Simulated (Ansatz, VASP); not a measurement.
# Cross-check of Si5O9 (liquid SiO1.8 at 3800 K) between VASP and Ansatz

Aim: how closely do two programs agree when they are given the same cell, functional and k mesh? The cell is taken from a series of runs on this material, whose earlier steps may have relaxed, scaled, displaced or heated it; both programs get it as it stands.

Calculated with Ansatz 0.2.0; plane waves, with VASP 6.6.1 beside it; single point at PBE.

### Step 1. Set-up

The cell holds 140 atoms: 50 Si and 90 O. Cell: a = 13.095 Å, b = 13.095 Å, c = 13.095 Å, α = 90.0°, β = 90.0°, γ = 90.0°. As first built, before any earlier steps moved the atoms (in the runner's words): 140 atoms (50 Si, 90 O) placed at random at 2.1 g/cm^3, melted at 5000 K for 10 ps at fixed volume with the Tersoff Si-O potential (Munetoh et al., Comput. Mater. Sci. 39, 334 (2007)). Snapshot at the end of a hold of 5 ps at 3800 K and fixed volume.

### Step 2. VASP: single point, PBE

With cell and atoms fixed, the geometry can't cause a difference; cores, projectors, grids and the points listed under the comparison can.

Lines of VASP's logs that name or quote its potential files are left out, and so is its time.

The input, INCAR:

```
SYSTEM = Si5O9
PREC = Accurate
ENCUT = 520
EDIFF = 1E-06
NELM = 120
ISMEAR = -1
SIGMA = 0.05
LREAL = Auto
ALGO = Normal
GGA = PE
NBANDS = 468
LORBIT = 11
LWAVE = .FALSE.
LCHARG = .FALSE.
ISIF = 2
LASPH = .TRUE.
GGA_COMPAT = .FALSE.
```

The input, POSCAR:

```
Si5O9
1.0
   13.0955000000      0.0000000000      0.0000000000
    0.0000000000     13.0955000000      0.0000000000
    0.0000000000      0.0000000000     13.0955000000
Si O
50 90
Direct
    0.9874400000      0.8025800000      0.6707400000
    0.1554300000      0.8383300000      0.9127700000
    0.4881700000      0.3503200000      0.3022800000
    0.1097600000      0.3298200000      0.5165800000
    0.5606700000      0.8777100000      0.9193400000
    0.0442400000      0.9164900000      0.3507300000
    0.3175500000      0.6794700000      0.8056300000
    0.4340700000      0.9991100000      0.5682300000
    0.2363900000      0.7337900000      0.1827300000
    0.9031700000      0.4845400000      0.1270100000
    0.4939700000      0.4279100000      0.0917900000
    0.6435800000      0.2451600000      0.1632800000
    0.9257000000      0.1506500000      0.5359700000
    0.5147800000      0.0310000000      0.0875600000
    0.1309100000      0.5737900000      0.5036800000
    0.4208700000      0.8790900000      0.2500900000
    0.2988500000      0.1473800000      0.7383900000
    0.2220000000      0.5242900000      0.8840100000
    0.6258600000      0.4741800000      0.7230500000
    0.9770600000      0.6935800000      0.0059900000
    0.1140800000      0.5355100000      0.2137300000
    0.5494900000      0.1947200000      0.4875300000
    0.6631200000      0.8509500000      0.1374400000
    0.3843200000      0.6125100000      0.0241700000
    0.7422400000      0.6461400000      0.2388400000
    0.0574000000      0.5961500000      0.7401300000
    0.0662500000      0.3331500000      0.8495800000
    0.4999600000      0.5984300000      0.2544000000
    0.7564100000      0.9934900000      0.5752000000
    0.4232600000      0.4276100000      0.8755800000
[... 104 atom lines left out ...]
    0.9769600000      0.7377000000      0.5584100000
    0.5467900000      0.8414100000      0.7840000000
    0.7768900000      0.0278800000      0.6911800000
    0.8406300000      0.0644700000      0.5147600000
    0.9775100000      0.6900300000      0.7299700000
    0.5454100000      0.9998900000      0.9638800000
```

The input, KPOINTS:

```
Automatic mesh
0
Gamma
1 1 1
0 0 0
```

PAW data sets: Si and O (PBE family, release 64).

Started as:

```console
$ export OMP_NUM_THREADS=3
$ mpirun -np 1 vasp_gam
```

Numbers of over 12 decimals in the logs are rounded to 6 here.

The program printed:

```text
[banner, memory and clock lines left out]
running    1 mpi-ranks, on    1 nodes
[...]
Offloading initialized ...    1 GPUs detected
[...]
LDA part: xc-table for (Slater+PW92), standard interpolation
 POSCAR, INCAR and KPOINTS ok, starting setup
[...]
entering main loop
       N       E                     dE             d eps       ncg     rms          rms(c)
DAV:   1     0.677397886036E+04    0.67740E+04   -0.41985E+05   952   0.151E+03
DAV:   2    -0.387360934421E+03   -0.71613E+04   -0.68760E+04  1152   0.362E+02
DAV:   3    -0.109668696349E+04   -0.70933E+03   -0.69828E+03  1088   0.120E+02
DAV:   4    -0.111590617836E+04   -0.19219E+02   -0.19030E+02  1104   0.205E+01
[...]
DAV:  27    -0.943965997658E+03   -0.33220E-05   -0.11912E-05   920   0.618E-03    0.849E-03
DAV:  28    -0.943965999652E+03   -0.19946E-05   -0.84676E-06   976   0.400E-03    0.129E-02
DAV:  29    -0.943965999507E+03    0.14541E-06   -0.70170E-06   672   0.271E-03
   1 F= -.94396600E+03 E0= -.94376572E+03  d E =-.400552E+00
```

OUTCAR, selected parts (step 2):

```text
  FREE ENERGIE OF THE ION-ELECTRON SYSTEM (eV)
  ---------------------------------------------------
  free  energy   TOTEN  =      -943.9659995068 eV

  energy  without entropy=     -943.5654476585  energy(sigma->0) =     -943.76572358

[... 1 further part left out ...]
```

The run ends at a pressure of 0.21 GPa, with forces up to 16 eV/Å.

### Step 3. Ansatz: single point, PBE

Ansatz runs on its default PAW (the set named soft_2) files.

The same cell, functional, mesh and smearing now go to Ansatz, which takes its cutoff from its data sets.

The input, input.yaml:

```yaml
crystal:
  lattice:
    - [13.0955, 0.0, 0.0]
    - [0.0, 13.0955, 0.0]
    - [0.0, 0.0, 13.0955]
  atoms:
    - { symbol: Si, position: [0.98744, 0.80258, 0.67074] }
    - { symbol: Si, position: [0.15543, 0.83833, 0.91277] }
    - { symbol: Si, position: [0.48817, 0.35032, 0.30228] }
    - { symbol: Si, position: [0.10976, 0.32982, 0.51658] }
    - { symbol: Si, position: [0.56067, 0.87771, 0.91934] }
    - { symbol: Si, position: [0.04424, 0.91649, 0.35073] }
    - { symbol: Si, position: [0.31755, 0.67947, 0.80563] }
    - { symbol: Si, position: [0.43407, 0.99911, 0.56823] }
    - { symbol: Si, position: [0.23639, 0.73379, 0.18273] }
    - { symbol: Si, position: [0.90317, 0.48454, 0.12701] }
    - { symbol: Si, position: [0.49397, 0.42791, 0.09179] }
    - { symbol: Si, position: [0.64358, 0.24516, 0.16328] }
    - { symbol: Si, position: [0.9257, 0.15065, 0.53597] }
    - { symbol: Si, position: [0.51478, 0.031, 0.08756] }
    - { symbol: Si, position: [0.13091, 0.57379, 0.50368] }
    - { symbol: Si, position: [0.42087, 0.87909, 0.25009] }
    - { symbol: Si, position: [0.29885, 0.14738, 0.73839] }
    - { symbol: Si, position: [0.222, 0.52429, 0.88401] }
    - { symbol: Si, position: [0.62586, 0.47418, 0.72305] }
    - { symbol: Si, position: [0.97706, 0.69358, 0.00599] }
    - { symbol: Si, position: [0.11408, 0.53551, 0.21373] }
    - { symbol: Si, position: [0.54949, 0.19472, 0.48753] }
    - { symbol: Si, position: [0.66312, 0.85095, 0.13744] }
    - { symbol: Si, position: [0.38432, 0.61251, 0.02417] }
    - { symbol: Si, position: [0.74224, 0.64614, 0.23884] }
    - { symbol: Si, position: [0.0574, 0.59615, 0.74013] }
    - { symbol: Si, position: [0.06625, 0.33315, 0.84958] }
    - { symbol: Si, position: [0.49996, 0.59843, 0.2544] }
    - { symbol: Si, position: [0.75641, 0.99349, 0.5752] }
    - { symbol: Si, position: [0.42326, 0.42761, 0.87558] }
[... 104 atom lines left out ...]
    - { symbol: O, position: [0.97696, 0.7377, 0.55841] }
    - { symbol: O, position: [0.54679, 0.84141, 0.784] }
    - { symbol: O, position: [0.77689, 0.02788, 0.69118] }
    - { symbol: O, position: [0.84063, 0.06447, 0.51476] }
    - { symbol: O, position: [0.97751, 0.69003, 0.72997] }
    - { symbol: O, position: [0.54541, 0.99989, 0.96388] }
kpoints:
  mp_grid: { grid: [1, 1, 1] }
hamiltonian:
  xc: pbe
scf:
  occupations: { method: fermi_dirac, width: 0.05 }
output:
  forces: true
```

Started as:

```console
$ ansatz run input.yaml --threads 4 --pin off --max-ram 8192MiB --backend cpu --events-out ev --progress --plain --runs-dir out
```

The program printed:

```text
Engine: ansatz 0.2.0, aarch64-unknown-linux-gnu
Pseudopotentials: kind: paw
Pseudopotential: Si, paw, valence charge 4, recommended cutoff 420 eV (normal), Si.paw.azcp
Pseudopotential: O, paw, valence charge 6, recommended cutoff 420 eV (normal), O.paw.azcp
Functional definition: PBE
  parameter kappa = 0.804
  parameter beta = 0.066725
  exchange = pbe_x(kappa = kappa, mu = beta*pi^2/3)
  correlation = pbe_c(beta = beta)
Crystal: 140 atoms, lattice volume = 2245.775 Å³
Basis set: ecut = 420 eV, 43819 PW (Γ), exchange–correlation on 180×180×180 points (8 copies of the dense FFT grid, shifted against one another)
Bands: 510, of which v1, the nominal top of the filled ones, is band 370 counted from 1 (369 counted from 0)
Symmetry: 1 space group operations
Space group: P1 (ITA 1), of the structure as read, at distance tolerance 1.3e-4 Å
k-points: 1
Non-local potential: Si, projectors of the file, l = 0: 2, l = 1: 2, l = 2: 2
Non-local potential: O, projectors of the file, l = 0: 2, l = 1: 2, l = 2: 1
PAW form: soft (Blöchl's): semilocal exchange-correlation on the pseudo side does not see the compensation charge
PAW one-centre angular grid: Si, 110 points (default); XC on 64 Gauss nodes
PAW one-centre angular grid: O, 110 points (default); XC on 64 Gauss nodes
Initial density: superposition of atomic densities (neutral atoms: chi_scale 0, normalization atom), corrected by the library's trained network
Initial wavefunctions: pseudopotential atomic-orbital guess
Functional: x = pbe(κ = 0.804, μ = 0.219515), c = pbe(β = 0.066725)
SCF iter   1: F=—  HF=-82863.546708 eV  |F-HF|=—  |Δ(HF+E_count)|=         —  Δρ=1.20e-2  dr2=1.28e1  ethr=1.77e-3  ⟨swp⟩=6.0  Hψ=2412  notcnv=0  defer=51
preconditioner: auto → LDOS  [insulator: Δε(μ)=0.119 eV  Ē_g=13.689 eV  σ=0.050 eV  W_gap=0.53  n_scr=460 (ndim 8)  ℏωp=21.3 eV  f_vac=0.206  D(μ)=25.48/eV (n_scr^D=92)  ε∞_Penn≈3.4  β→1.0]
SCF iter   2: F=—  HF=-82865.136930 eV  |F-HF|=—  |Δ(HF+E_count)|=    1.59e0  Δρ=2.27e-2  dr2=3.74e1  ethr=1.73e-3  ⟨swp⟩=3.0  Hψ=654  notcnv=0  defer=117  recentre
SCF iter   3: F=—  HF=-82862.532052 eV  |F-HF|=—  |Δ(HF+E_count)|=    2.60e0  Δρ=7.26e-3  dr2=4.39e0  ethr=1.73e-3  ⟨swp⟩=2.0  Hψ=1247  notcnv=0  defer=83
SCF iter   4: F=—  HF=-82862.050593 eV  |F-HF|=—  |Δ(HF+E_count)|=   4.81e-1  Δρ=2.68e-3  dr2=3.50e-1  ethr=5.93e-4  ⟨swp⟩=2.0  Hψ=427  notcnv=0  defer=113
SCF iter   5: F=—  HF=-82862.037157 eV  |F-HF|=—  |Δ(HF+E_count)|=   1.34e-2  Δρ=2.48e-3  dr2=2.84e-1  ethr=4.73e-5  ⟨swp⟩=1.0  Hψ=587  notcnv=0  defer=113
SCF iter   6: F=—  HF=-82862.034662 eV  |F-HF|=—  |Δ(HF+E_count)|=   2.50e-3  Δρ=1.47e-3  dr2=8.30e-2  ethr=3.84e-5  ⟨swp⟩=1.0  Hψ=397  notcnv=0  defer=113
SCF iter   7: F=—  HF=-82862.035494 eV  |F-HF|=—  |Δ(HF+E_count)|=   8.32e-4  Δρ=1.06e-3  dr2=3.85e-2  ethr=1.12e-5  ⟨swp⟩=1.0  Hψ=397  notcnv=0  defer=113
SCF iter   8: F=—  HF=-82862.035711 eV  |F-HF|=—  |Δ(HF+E_count)|=   2.17e-4  Δρ=6.15e-4  dr2=1.32e-2  ethr=5.20e-6  ⟨swp⟩=1.0  Hψ=397  notcnv=0  defer=113
SCF iter   9: F=—  HF=-82862.035558 eV  |F-HF|=—  |Δ(HF+E_count)|=   1.54e-4  Δρ=4.95e-4  dr2=1.01e-2  ethr=1.78e-6  ⟨swp⟩=2.0  Hψ=415  notcnv=0  defer=113
SCF iter  10: F=—  HF=-82862.035445 eV  |F-HF|=—  |Δ(HF+E_count)|=   1.13e-4  Δρ=3.47e-4  dr2=5.38e-3  ethr=1.36e-6  ⟨swp⟩=1.0  Hψ=397  notcnv=0  defer=113
[...]
SCF iter  12: F=—  HF=-82862.035241 eV  |F-HF|=—  |Δ(HF+E_count)|=   3.96e-5  Δρ=2.11e-4  dr2=9.91e-4  ethr=2.33e-7  ⟨swp⟩=2.0  Hψ=398  notcnv=0  defer=113
SCF iter  13: F=—  HF=-82862.035224 eV  |F-HF|=—  |Δ(HF+E_count)|=   1.71e-5  Δρ=1.11e-4  dr2=3.82e-4  ethr=1.34e-7  ⟨swp⟩=2.0  Hψ=400  notcnv=0  defer=113
SCF iter  14: F=—  HF=-82862.035222 eV  |F-HF|=—  |Δ(HF+E_count)|=   2.58e-6  Δρ=6.17e-5  dr2=1.24e-4  ethr=5.16e-8  ⟨swp⟩=2.0  Hψ=401  notcnv=0  defer=113
SCF iter  15: F=—  HF=-82862.035200 eV  |F-HF|=—  |Δ(HF+E_count)|=   2.14e-5  Δρ=3.18e-5  dr2=3.66e-5  ethr=1.68e-8  ⟨swp⟩=2.0  Hψ=416  notcnv=0  defer=113
SCF iter  16: F=—  HF=-82862.035693 eV  |F-HF|=—  |Δ(HF+E_count)|=   4.92e-4  Δρ=2.36e-5  dr2=1.98e-5  ethr=4.94e-9  ⟨swp⟩=2.0  Hψ=740  notcnv=0  defer=113
SCF iter  17: F=—  HF=-82862.035693 eV  |F-HF|=—  |Δ(HF+E_count)|=   1.89e-7  Δρ=1.26e-5  dr2=5.66e-6  ethr=2.67e-9  ⟨swp⟩=2.0  Hψ=710  notcnv=0  defer=113
SCF iter  18: F=—  HF=-82862.035692 eV  |F-HF|=—  |Δ(HF+E_count)|=   1.61e-7  Δρ=7.84e-6  dr2=2.21e-6  ethr=7.64e-10  ⟨swp⟩=2.0  Hψ=710  notcnv=0  defer=113
SCF iter  19: F=—  HF=-82862.035692 eV  |F-HF|=—  |Δ(HF+E_count)|=   1.34e-8  Δρ=5.73e-6  dr2=1.11e-6  ethr=2.99e-10  ⟨swp⟩=2.0  Hψ=693  notcnv=0  defer=113
SCF iter  20: F=—  HF=-82862.035692 eV  |F-HF|=—  |Δ(HF+E_count)|=   5.27e-9  Δρ=2.80e-6  dr2=2.26e-7  ethr=1.49e-10  ⟨swp⟩=2.0  Hψ=711  notcnv=0  defer=113
SCF iter  21: F=-82862.035692 eV  HF=-82862.035692 eV  |F-HF|=4.82e-8  |Δ(HF+E_count)|=   6.14e-9  Δρ=1.65e-6  dr2=6.95e-8  ethr=1.35e-11  ⟨swp⟩=4.0  Hψ=1207  notcnv=0
SCF 1 converged in 21 iterations: F = -82862.035692 eV  dr2 = 6.95e-8
  greatest PAW one-centre occupation: 0.886 electrons in one spin orbital (limit 2), on the O atom at site 131 (counted from 0), in its partial waves of l = 0
SCF converged after 21 iterations
Free energy (F): -82862.035692 eV
Harris-Foulkes:  -82862.035692 eV  (|F-HF|=4.82e-8)
Internal energy: -82861.635242 eV  (E = F + TS)
E sigma→0 (E₀):  -82861.835467 eV
Entropy (-TS):   -0.400450 eV (-2.860 meV/atom)
Fermi energy:    4.096396 eV
--- Per-component energies (eV) ---
  E_band       = -3988.632718
  E_kinetic    = 18063.681692
  E_local      = -63779.133757  (includes V_loc(G=0)·N_el)
  E_nonlocal   = 5506.102753
  E_hartree    = 25202.548192
  E_xc         = -9393.805974
  E_vxc        = -10806.184220  (∫ρ·V_xc dr)
  E_paw        = -39894.496797  (= ΣΔE_a)
  E_vpaw       = -3378.423609  (= ΣTr[D̂ρ^β])
  E_aug_tail   = 0.223955  (compensation charges beyond the density's cutoff)
  E_ewald      = -18566.755307
  E_smearing   = -0.400450  (= −TS)
  E_closure    = -0.000000  (closes the sum)
  Σ components = -82862.035692   (vs F -82862.035692, Δ=0.00e0)
--- Forces (eV/Å), atoms counted from 1 ---
  atom   1  Si     0.16350832     3.16119259     1.87143887
  atom   2  Si    -2.03484188    -0.34335196    -3.00046912
  atom   3  Si     0.22404711     4.80706603     2.88258073
  atom   4  Si     1.66266285     1.44333918     1.51351985
  atom   5  Si     2.62037421    -0.73364874     0.06281040
  atom   6  Si    -2.64555959     0.14094078    -1.28582811
  atom   7  Si    -1.49389447     0.20899759     2.32010030
  atom   8  Si    -2.53926235     3.61587338     1.23599940
  atom   9  Si     3.22557200     2.69905341    -2.27391002
  atom  10  Si    -2.27776983    -0.81751751    -1.29515140
  atom  11  Si    -1.38813508     0.27994727     0.08467683
  atom  12  Si     0.54714975    -1.47591711    -2.16014212
  atom  13  Si     2.12437010     2.52819407    -1.10223387
  atom  14  Si     2.88405335     0.13659320    -3.24377096
  atom  15  Si    -3.44394229     3.37001194     0.34294406
  atom  16  Si    -1.12343866     1.15984606    -1.06895160
  atom  17  Si    -0.88741444    -2.20962182    -0.21604063
  atom  18  Si    -0.03490562    -0.32928359    -1.41690314
  atom  19  Si    -3.25592070     5.74263982     1.56841082
  atom  20  Si     2.24786026    -3.43520546     0.42636612
  atom  21  Si    -1.10043969    -0.46152553    -1.19290917
  atom  22  Si     2.19900165     0.98007194    -3.88963342
  atom  23  Si    -1.37880854    -0.93184613    -2.03687414
  atom  24  Si     0.67867091     1.91067290    -2.17575843
[...]
atom 133  O      2.60482020     1.21251471     1.33577708
  atom 134  O     -0.64739307     1.56096142     0.20681180
  atom 135  O     -2.61392715     0.57829048     1.42024674
  atom 136  O     -0.53567518    -0.10099818     0.91248171
  atom 137  O     -0.65751351     1.22560112     1.44418162
  atom 138  O     -4.80033209    -3.43932821     1.65268434
  atom 139  O     -1.22437830    -4.27634301     2.58080387
  atom 140  O      0.73707048    -1.26735247    -0.04522158
  max |Σ_I F_I| component: 5.15e-5 eV/Å
```

### Step 4. Differences

Known differences besides the potentials themselves: the cutoff is 420 eV in Ansatz and 520 eV in VASP (PREC = Accurate, projectors in real space). Total energies have different zeros and are not compared.

Forces on 9 of the 140 atoms, those with the largest forces and the largest differences (eV/Å; atoms numbered as in POSCAR):

| atom | Ansatz x, y, z | VASP x, y, z |
| --- | --- | --- |
| Si26 | -5.335, 0.358, 6.750 | -5.315, 0.300, 6.676 |
| Si32 | -6.347, -5.624, 0.319 | -6.320, -5.651, 0.303 |
| Si43 | 0.718, -9.155, 2.655 | 0.711, -9.155, 2.604 |
| Si46 | 7.944, 6.949, 3.296 | 7.821, 6.904, 3.317 |
| O52 | -0.122, 1.252, 1.106 | -0.165, 1.160, 1.159 |
| O65 | -1.121, -0.595, -2.784 | -1.137, -0.639, -2.890 |
| O71 | 4.044, 11.615, 3.762 | 4.095, 11.665, 3.778 |
| O86 | 7.702, -1.293, -13.936 | 7.700, -1.322, -13.909 |
| O118 | -8.835, -5.577, 2.450 | -8.787, -5.515, 2.422 |

The forces differ by 34 meV/Å r.m.s., which is 1.3 % of the r.m.s. force of 2.603 eV/Å (both taken over all components).

### Step 5. Summary of results

```
r.m.s. force difference (single point, PBE) : 1.3 % of the r.m.s. force
```

What this shows: The r.m.s. force difference is 1.3 % of the r.m.s. force (single point, PBE), within the 3 % picked in this series as the mark of a large difference. Such differences can come from data sets, numerical settings and the points named under the comparisons, not from the functional's error against experiment.

[Lines on the potential files, build, host, timing and source positions are cut from VASP's logs without a mark.]

[Logs are printed without paths, hosts, clocks, repeated set-up lines and the standing remarks that a program may print on its own settings, such as how far it seeks lower states.]

[Hosts, paths, dates, database ids (printed as entryN), source tags and the programs' standing remarks are cut or masked in the printed files.]
